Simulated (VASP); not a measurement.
A convergence study with VASP on WSe2 (2H layered): one setting is varied, all else stays as given below, so the limit is that of these other settings.

```yaml
crystal:
  lattice:
    - [1.64000, -2.84056, 0.00000]
    - [1.64000, 2.84056, 0.00000]
    - [0.00000, 0.00000, 12.96000]
  atoms:
    - { symbol: W, position: [0.33333, 0.66667, 0.25000] }
    - { symbol: W, position: [0.66667, 0.33333, 0.75000] }
    - { symbol: Se, position: [0.33333, 0.66667, 0.87900] }
    - { symbol: Se, position: [0.66667, 0.33333, 0.37900] }
    - { symbol: Se, position: [0.66667, 0.33333, 0.12100] }
    - { symbol: Se, position: [0.33333, 0.66667, 0.62100] }
```

Level of theory: PBE GGA, VASP's PBE PAW potentials (set 64) (plane waves; VASP 6.6.1). The tightest run used: 550 eV cut-off, 17×17×4 Γ-centred mesh, tetrahedra with Blöchl corrections, potentials W_sv Se.

```tsv
setting	E (eV/atom)	pressure (GPa)	largest force (eV/Å)	irreducible k-points
4×4×1 mesh	-7.1938	4.89	0.213	4
5×5×1 mesh	-7.1769	5.22	0.270	5
6×6×1 mesh	-7.1765	5.21	0.277	7
```

### Question
These are the cheaper rows. Estimate the results at 17×17×4 mesh, and how far the last row shown lies from them.

### Answer

```tsv
quantity	tightest run	last row shown is off by
E (eV/atom)	-7.1845	0.0080
pressure (GPa)	5.04	0.17
largest force (eV/Å)	0.307	-0.030
```

Left out are rungs that failed or repeat a setting and relaxations that didn't move; long series are thinned to 24 rows.

The compound is WSe2 in the 2H layered structure. The cell was not relaxed at this level, forces remain on its atoms.
